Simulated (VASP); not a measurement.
# Al3Si2F in VASP: further runs, part 2 of 3

VASP 6.6.1. Earlier steps stand in the parts before.

## 4. Relaxation of cell and atoms, PBE

This run uses another cell than the first one, of 16.50 Å³/atom, 1.171 times its volume.

Input file INCAR:

```
PREC = Normal
ENCUT = 520
EDIFF = 1E-4
ISMEAR = 0
SIGMA = 0.15
LREAL = F
LASPH = T
NELM = 60
ALGO = Fast
ISIF = 3
LWAVE = F
LCHARG = F
GGA = PE
IBRION = 2
NSW = 24
EDIFFG = -0.08
KPAR = 2
```

Input file KPOINTS:

```
Automatic mesh
0
Gamma
  4 4 2
```

Input file POSCAR:

```
Al3Si2F
1.0
    3.4619182700      0.0000000000      0.0000000000
    0.0000000000      4.0559342000      0.0000000000
    0.0000000000      0.0000000000      7.0492964300
Al Si F
3 2 1
Direct
    0.5000000000      0.0000000000      0.8328490300
    0.5000000000      0.0000000000      0.1679250000
    0.5000000000      0.5000000000      0.6643630300
    0.0000000000      0.5000000000      0.0021030000
    0.0000000000      0.0000000000      0.4979700100
    0.5000000000      0.5000000000      0.3347899900
```

The run is started by

```bash
cat potpaw_PBE.64/Al/POTCAR potpaw_PBE.64/Si/POTCAR potpaw_PBE.64/F/POTCAR > POTCAR
mpirun -np 2 vasp_std > vasp.out
```

Wall time 90 s (2 MPI ranks of Intel Xeon Platinum 8175M at 2.50GHz (Skylake/Cascade Lake), shared host); peak memory 0.17 GiB.

The run converged. Its results:

```
Free energy                            : -26.1814 eV
Relaxed volume                         : 15.59 Å³/atom
Relaxed cell                           : a = 3.104 Å, b = 4.147 Å, c = 7.268 Å, α = 90.00°, β = 90.00°, γ = 90.00°
Space group after relaxing (to 0.05 Å) : Pmm2 (No. 25)
Energy gained by relaxing              : 412.2 meV/atom
Ionic steps                            : 18
Pressure after relaxing                : 0.4 GPa
Largest force after relaxing           : 0.062 eV/Å
Band gap on the k mesh                 : none (metal or under the smearing width)
```

Forces in eV/Å, atoms in the order of the input:
```
Al   0.000  0.000  0.011
Al   0.000  0.000 -0.062
Al   0.000  0.000  0.049
Si   0.000  0.000 -0.053
Si   0.000  0.000  0.039
F    0.000  0.000  0.016
```

Stress tensor (GPa, compression positive):
```
0.71 0.00 0.00
0.00 0.46 0.00
0.00 0.00 0.17
```

Step by step:
```
step  energy change (eV)  largest force (eV/Å)  pressure (GPa)  volume (Å³)
   1              0.0000                3.1015            0.13        98.98
   2             -1.3061                1.9469           -4.55        98.84
   3             -1.5991                1.5528           -5.37        98.46
   4             -1.6255                1.4479           -5.31        98.27
   5             -2.0383                0.8630            2.06        89.72
   6             -2.0431                0.8684            3.76        88.52
   7             -2.2337                0.7703            2.41        90.35
   8             -2.2588                1.0503            2.36        91.12
   9             -2.3455                0.3723           -2.29        95.67
  10             -2.3479                0.3725           -1.88        95.00
  11             -2.3945                0.3263           -0.46        93.63
  12             -2.4214                0.3118            0.88        91.78
  13             -2.4535                0.1837            0.45        92.59
  14             -2.4600                0.1402            0.53        93.04
  15             -2.4603                0.1259            0.29        93.21
  16             -2.4704                0.1019           -0.76        94.49
  17             -2.4703                0.1070           -0.55        94.42
  18             -2.4735                0.0620            0.45        93.55
```

Final structure:
```
Al Si F
1.0
     3.10408    0.00000    0.00000
     0.00000    4.14652    0.00000
     0.00000    0.00000    7.26824
Al Si F
3 2 1
Cartesian
  1.5520 0.0000 6.3388
  1.5520 0.0000 1.8233
  1.5520 2.0733 4.2429
  0.0000 2.0733 6.8208
  0.0000 0.0000 3.9750
  1.5520 2.0733 2.2380
```

Levels at points of the mesh, in eV from the Fermi level:
```csv
k point,band 8,band 9,band 10,band 11,band 12,band 13,band 14,band 15,band 16
"(0.00, 0.00, 0.00)",-3.39,-2.11,-1.69,-0.79,-0.41,1.98,2.00,3.57,3.60
"(0.50, 0.00, 0.00)",-4.36,-2.51,-2.43,-0.67,0.60,0.90,0.95,1.84,1.94
"(0.00, 0.50, 0.00)",-5.01,-3.93,-2.13,0.74,2.07,2.89,3.80,4.36,4.98
"(0.50, 0.50, 0.00)",-4.98,-3.76,-3.40,-3.11,-2.18,-1.09,-0.46,1.06,2.46
"(0.00, 0.00, 0.50)",-3.64,-3.51,-1.53,-1.49,0.61,1.99,2.93,3.82,4.50
"(0.50, 0.00, 0.50)",-5.41,-1.66,-0.59,-0.58,-0.55,-0.24,0.50,0.72,1.03
"(0.00, 0.50, 0.50)",-5.81,-3.14,-2.01,-0.82,1.89,2.93,3.77,5.41,5.74
"(0.50, 0.50, 0.50)",-4.71,-4.38,-3.06,-3.03,-1.74,-0.49,0.36,0.86,1.13
```

Caveat: the k mesh is coarse (spacing up to 0.45 Å⁻¹), so the values aren't converged; the relaxation stopped at a loose force limit of 0.08 eV/Å, so its end isn't a converged minimum.

## 5. Relaxation of cell and atoms, PBE

This run uses another cell than the first one, of 18.18 Å³/atom, 1.291 times its volume.

INCAR is that of step 4.

Input file KPOINTS:

```
Automatic mesh
0
Gamma
  3 3 3
```

Input file POSCAR:

```
Al3Si2F
1.0
    2.8447980100      1.6424449000      3.8919536700
   -2.8447980100      1.6424449000      3.8919536700
    0.0000000000     -3.2848897900      3.8919536700
Al Si F
3 2 1
Direct
    0.3373569200      0.3373569200      0.3373569200
    0.6626430800      0.6626430800      0.6626430800
    0.5000000000      0.5000000000      0.5000000000
    0.1852007600      0.1852007600      0.1852007600
    0.8147992400      0.8147992400      0.8147992400
    0.0000000000      0.0000000000      0.0000000000
```

The run is started by

```bash
cat potpaw_PBE.64/Al/POTCAR potpaw_PBE.64/Si/POTCAR potpaw_PBE.64/F/POTCAR > POTCAR
mpirun -np 2 vasp_std > vasp.out
```

It took 89 s on 2 MPI ranks of Intel Xeon Platinum 8175M at 2.50GHz (Skylake/Cascade Lake), shared host; peak memory 0.16 GiB.

Results (log left out):

```
Free energy                            : -23.6668 eV
Relaxed volume                         : 15.91 Å³/atom
Relaxed cell                           : a = 5.922 Å, b = 5.922 Å, c = 5.922 Å, α = 45.27°, β = 45.27°, γ = 45.27°
Space group after relaxing (to 0.05 Å) : R-3m (No. 166)
Energy gained by relaxing              : 2377.1 meV/atom
Ionic steps                            : 24
Pressure after relaxing                : 0.2 GPa
Largest force after relaxing           : 0.056 eV/Å
Band gap on the k mesh                 : none (metal or under the smearing width)
```

Forces in eV/Å, atoms in the order of the input:
```
Al   0.000  0.000 -0.056
Al   0.000  0.000  0.056
Al   0.000  0.000  0.000
Si   0.000  0.000 -0.040
Si   0.000  0.000  0.040
F    0.000  0.000  0.000
```

Step by step:
```
step  energy change (eV)  largest force (eV/Å)  pressure (GPa)  volume (Å³)
   1              0.0000               17.0724           41.37       109.11
   2             -6.5660                0.3613          -18.71       175.12
   3            -11.1657                2.2192           -6.26       139.58
   4            -11.1699                2.3263           -5.95       139.00
   5            -11.1716                2.4345           -5.62       138.43
   6            -12.3991                1.3204           -7.30       125.45
   7            -13.7180                0.4784           -5.84       106.60
   8             -9.7411                2.3290           49.25        72.30
   9            -13.9169                0.4473           -3.05       101.21
  10            -13.9527                0.5064           -0.83        97.78
  11            -14.0465                0.5571            0.75        95.73
  12            -14.0952                0.5668            2.43        93.38
  13            -14.1650                0.3951            0.57        94.99
  14            -14.1922                0.2364           -0.75        96.54
  15            -14.1930                0.2197           -0.91        96.80
  16            -14.2192                0.1134           -0.39        96.11
  17            -14.2330                0.1433            0.58        95.10
  18            -14.2515                0.0467           -0.12        95.83
  19            -14.2560                0.1161           -1.08        96.82
  20            -14.2584                0.0527           -0.61        96.35
  21            -14.2587                0.0679           -0.70        96.46
  22            -14.2600                0.1079            0.35        95.29
  23            -14.2613                0.0929           -0.13        95.77
  24            -14.2625                0.0563            0.16        95.48
```

Final structure:
```
CELL_PARAMETERS angstrom
2.27931 1.31596 5.30548
-2.27931 1.31596 5.30548
0.00000 -2.63192 5.30548
ATOMIC_POSITIONS crystal
Al 0.31249 0.31249 0.31249
Al 0.68751 0.68751 0.68751
Al 0.50000 0.50000 0.50000
Si 0.14877 0.14877 0.14877
Si 0.85123 0.85123 0.85123
F 0.00000 0.00000 0.00000
```

Levels at points of the mesh, in eV from the Fermi level:
| k point | band 10 | band 11 | band 12 | band 13 | band 14 | band 15 |
| --- | --- | --- | --- | --- | --- | --- |
| (0.00, 0.00, 0.00) | -2.39 | -2.10 | -2.10 | -0.54 | 0.14 | 0.14 |

Caveat: the k mesh is coarse (spacing up to 0.46 Å⁻¹), so the values aren't converged; the relaxation stopped at a loose force limit of 0.08 eV/Å, so its end isn't a converged minimum.

## 6. Relaxation of cell and atoms, PBE

This run uses another cell than the first one, of 17.37 Å³/atom, 1.233 times its volume.

INCAR is that of step 5.

Input file KPOINTS:

```
Automatic mesh
0
Gamma
  4 4 4
```

Input file POSCAR:

```
Al3Si2F
1.0
   -2.5562816800      2.5562816800      3.9864317900
    2.5562816800     -2.5562816800      3.9864317900
    2.5562816800      2.5562816800     -3.9864317900
Al Si F
3 2 1
Direct
    0.7500000000      0.2500000000      0.5000000000
    0.2500000000      0.7500000000      0.5000000000
    0.5000000000      0.5000000000      0.0000000000
    0.5000000000      0.0000000000      0.5000000000
    0.0000000000      0.5000000000      0.5000000000
    0.0000000000      0.0000000000      0.0000000000
```

Potentials or basis: VASP PAW PBE potentials, release 64 (Al, Si, F).

The run is started by

```bash
cat potpaw_PBE.64/Al/POTCAR potpaw_PBE.64/Si/POTCAR potpaw_PBE.64/F/POTCAR > POTCAR
mpirun -np 2 vasp_std > vasp.out
```

OUTCAR:

```text
PREC = Normal
   ENCUT = 520
   EDIFF = 1E-4
   ISMEAR = 0
   LREAL = F
   LASPH = T
   NELM = 60
   ISIF = 3
   GGA = PE
   IBRION = 2
   NSW = 24
   EDIFFG = -0.08

 ion  position               nearest neighbor table
   1  0.750  0.250  0.500-   4 1.99   5 1.99   3 3.24   3 3.24   3 3.24   3 3.24
   2  0.250  0.750  0.500-   4 1.99   5 1.99   3 3.24   3 3.24   3 3.24   3 3.24
   3  0.500  0.500  0.000-   4 2.56   5 2.56   4 2.56   5 2.56   1 3.24   2 3.24   1 3.24   2 3.24
                             2 3.24   2 3.24   1 3.24   1 3.24
   4  0.500  0.000  0.500-   1 1.99   2 1.99   3 2.56   3 2.56
   5  0.000  0.500  0.500-   1 1.99   2 1.99   3 2.56   3 2.56
   6  0.000  0.000  0.000-

  LATTYP: Found a body centered tetragonal cell.
 ALAT       =     5.1125633600
 C/A-ratio  =     1.5594649921

  Lattice vectors:

 A1 = (  -2.5562816800,   2.5562816800,   3.9864317900)
 A2 = (   2.5562816800,  -2.5562816800,   3.9864317900)
 A3 = (   2.5562816800,   2.5562816800,  -3.9864317900)

Analysis of symmetry for initial positions (statically):
[... 340 lines left out ...]

 k-point     1 :       0.0000    0.0000    0.0000
  band No.  band energies     occupation
      1     -18.6501      2.00000
      2      -5.6201      2.00000
      3      -2.4701      2.00000
      4      -1.3546      2.00000
      5      -1.3543      2.00000
      6      -0.5328      2.00000
[... 315 lines left out ...]
--------------------------------------- Ionic step        7  -------------------------------------------

 number of electron      23.9999985 magnetization

 Free energy of the ion-electron system (eV)
  ---------------------------------------------------
  ext. energy  EPLUGINS =         0.00000000
  ---------------------------------------------------
  free energy    TOTEN  =       -23.15921312 eV

  energy without entropy =      -23.12733253  energy(sigma->0) =      -23.14327282

 E-fermi :   5.2569     XC(G=0):  -9.3397

 val. band max:        5.2353286902   @ k =   0.5000   0.5000   0.2500
 cond. band min:       5.3083716395   @ k =   0.2500   0.0000   0.0000
 fundamental gap:      0.0730429493
 Fermi energy:         5.2568938423

 k-point     1 :       0.0000    0.0000    0.0000
  band No.  band energies     occupation
      1     -18.6505      2.00000
      2      -5.0891      2.00000
      3      -1.4949      2.00000
      4      -1.4947      2.00000
      5      -1.1888      2.00000
      6      -0.4349      2.00000
[... 269 lines left out ...]
  FREE ENERGIE OF THE ION-ELECTRON SYSTEM (eV)
  ---------------------------------------------------
  free  energy   TOTEN  =       -23.1592131157 eV

  energy  without entropy=      -23.1273325302  energy(sigma->0) =      -23.14327282

 reached required accuracy - stopping structural energy minimisation
```

OSZICAR:

```text
N       E                     dE             d eps       ncg     rms          rms(c)
DAV:   1     0.784447151730E+02    0.78445E+02   -0.93223E+03   416   0.123E+03
DAV:   2    -0.139132802779E+02   -0.92358E+02   -0.91226E+02   544   0.182E+02
DAV:   3    -0.197933938530E+02   -0.58801E+01   -0.57488E+01   584   0.494E+01
[... 68 lines left out ...]
RMM:   3    -0.231632537313E+02    0.12128E-01   -0.42613E-02   425   0.139E+00    0.407E-01
RMM:   4    -0.231596658970E+02    0.35878E-02   -0.17223E-02   425   0.858E-01    0.199E-01
RMM:   5    -0.231593218059E+02    0.34409E-03   -0.68744E-03   428   0.534E-01    0.915E-02
RMM:   6    -0.231592060456E+02    0.11576E-03   -0.87283E-04   401   0.198E-01    0.210E-02
RMM:   7    -0.231592131157E+02   -0.70701E-05   -0.12109E-04   246   0.790E-02
   7 F= -.23159213E+02 E0= -.23143273E+02  d E =-.388724E+00
```

Wall time 56 s (2 MPI ranks of Intel Xeon Platinum 8175M at 2.50GHz (Skylake/Cascade Lake), shared host); peak memory 0.17 GiB.

Results:

```yaml
Free_energy: -23.1592 eV
Relaxed_volume: 19.06 Å³/atom
Relaxed_cell: a = 6.053 Å, b = 6.053 Å, c = 6.053 Å, α = 133.60°, β = 133.60°, γ = 67.71°
Space_group_after_relaxing_to_0.05_Å: I4/mmm (No. 139)
Energy_gained_by_relaxing: 828.3 meV/atom
Ionic_steps: 7
Pressure_after_relaxing: 0.1 GPa
Band_gap_on_the_k_mesh: none (metal or under the smearing width)
```

The path:
| step | energy change (eV) | largest force (eV/Å) | pressure (GPa) | volume (Å³) |
| --- | --- | --- | --- | --- |
| 1 | 0.0000 | 0.0000 | 25.68 | 104.20 |
| 2 | -3.5087 | 0.0000 | -10.86 | 145.16 |
| 3 | -4.5669 | 0.0000 | -4.11 | 126.81 |
| 4 | -4.5814 | 0.0000 | -5.18 | 128.79 |
| 5 | -4.5813 | 0.0000 | -5.01 | 128.31 |
| 6 | -4.9351 | 0.0000 | -1.72 | 118.13 |
| 7 | -4.9700 | 0.0000 | 0.10 | 114.34 |

Final structure:
```cif
data_structure
_symmetry_space_group_name_H-M 'P 1'
_symmetry_Int_Tables_number 1
_cell_length_a 6.0534
_cell_length_b 6.0534
_cell_length_c 6.0534
_cell_angle_alpha 133.601
_cell_angle_beta 133.601
_cell_angle_gamma 67.711
_cell_volume 114.34
loop_
_atom_site_label
_atom_site_type_symbol
_atom_site_fract_x
_atom_site_fract_y
_atom_site_fract_z
_atom_site_occupancy
Al1 Al 0.75000 0.25000 0.50000 1
Al2 Al 0.25000 0.75000 0.50000 1
Al3 Al 0.50000 0.50000 0.00000 1
Si1 Si 0.50000 0.00000 0.50000 1
Si2 Si 0.00000 0.50000 0.50000 1
F1 F 0.00000 0.00000 0.00000 1
```

Caveat: the k mesh is coarse (spacing up to 0.43 Å⁻¹), so the values aren't converged; the relaxation stopped at a loose force limit of 0.08 eV/Å, so its end isn't a converged minimum.

(Continued in part 3 of 3.)
